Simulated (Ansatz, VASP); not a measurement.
## One calculation of ZnGaP, two programs

The input POSCAR:

```
ZnGaP
1.0
    4.0159400000      0.0000000000      0.0000000000
   -2.0079700000      3.4779100000      0.0000000000
    0.0000000000      0.0000000000      4.4042000000
Zn Ga P
1 1 1
Direct
    0.0000000000      0.0000000000      0.5000000000
    0.6666700000      0.3333300000      0.0000000000
    0.3333300000      0.6666700000      0.5000000000
```

INCAR.step1

```
ALGO     = Normal         # electronic algorithm
EDIFF    = 1E-5           # SCF threshold, eV
ENCUT    = 520            # plane-wave cutoff, eV
GGA      = PE             # functional
ISIF     = 2              # what is computed and relaxed
ISMEAR   = -1             # smearing method
LASPH    = T              # aspherical terms in the spheres
LCHARG   = F              # write CHGCAR
LREAL    = F              # projectors in reciprocal space
LWAVE    = T              # write WAVECAR
NELM     = 60             # most SCF steps
PREC     = Accurate       # precision mode
SIGMA    = 0.05           # smearing width, eV
```

File INCAR.step2:

```
AEXX     = 0.25           # exact-exchange fraction
ALGO     = Normal         # electronic algorithm
EDIFF    = 1E-6           # SCF threshold, eV
ENCUT    = 520            # plane-wave cutoff, eV
GGA      = PE             # functional
HFSCREEN = 0.2            # screening, 1/A
ISIF     = 2              # what is computed and relaxed
ISMEAR   = -1             # smearing method
ISTART   = 1            
LASPH    = T              # aspherical terms in the spheres
LCHARG   = F              # write CHGCAR
LHFCALC  = T              # exact exchange
LREAL    = F              # projectors in reciprocal space
LWAVE    = F              # write WAVECAR
NELM     = 60             # most SCF steps
PREC     = Accurate       # precision mode
PRECFOCK = Fast         
SIGMA    = 0.05           # smearing width, eV
```

Contents of KPOINTS:

```
k-points
0
Gamma
  4 4 3
```

File input.yaml:

```yaml
crystal:
  lattice:
    - [4.01594, 0.0, 0.0]
    - [-2.00797, 3.47791, 0.0]
    - [0.0, 0.0, 4.4042]
  atoms:
    - { symbol: Zn, position: [0.0, 0.0, 0.5] }
    - { symbol: Ga, position: [0.66667, 0.33333, 0.0] }
    - { symbol: P, position: [0.33333, 0.66667, 0.5] }
hamiltonian:
  xc: { exchange: pbe, correlation: pbe, exx: { coeff: 0.25, omega: 0.2 } }
  pseudopotentials: { kind: paw }
kpoints:
  mp_grid: { grid: [4, 4, 3] }
scf:
  occupations: { method: fermi_dirac, width: 0.05 }
output:
  forces: true
  stress: true
  eigenvalues: true
  write_density: true
  write_potential: true
  elf: true
  volumetric_format: npy
```

The cell was built by a generator and needn't be a form met in nature.

Alike in both runs: task single point; functional HSE(alpha, omega); k mesh 4 × 4 × 3; occupations fermi-dirac, width 0.05 eV; no spin polarisation.

|  | VASP | Ansatz |
| --- | --- | --- |
| version | VASP 6.6.1 | Ansatz 0.2.0 |
| potentials or method | VASP PAW PBE potentials, release 64 (Zn, Ga_d, P) | Ansatz PAW |
| plane-wave cutoff (eV) | 520 | 420 |
| valence electrons in the cell | 30 | 30 |

|  | VASP | Ansatz | Ansatz less VASP |
| --- | --- | --- | --- |
| gap on the k mesh at the Fermi level (eV) | 0.20 | 0.20 | -0.005 |
| least direct gap on the mesh (eV) | 2.21 | 2.21 | -0.001 |
| pressure (GPa) | 1.2 | 1.1 | -0.05 |
| largest component of the traceless stress (GPa) | 0.38 | 0.36 | -0.020 |

With one functional, cell and mesh, what is left measures potentials, basis and numerics.

Caveats: the k mesh is coarse (spacing up to 0.48 Å⁻¹), so the values aren't converged, least of all with exact exchange; the PAW data sets were made with another functional, which shifts forces and pressure a little (VASP); an odd mesh through Γ misses points on the zone boundary, where band edges often lie (VASP); the PAW data sets come from PBE, with cores solved anew for the run's functional, which leaves a small shift of forces and pressure (Ansatz); the thresholds are loose for stress (Ansatz).
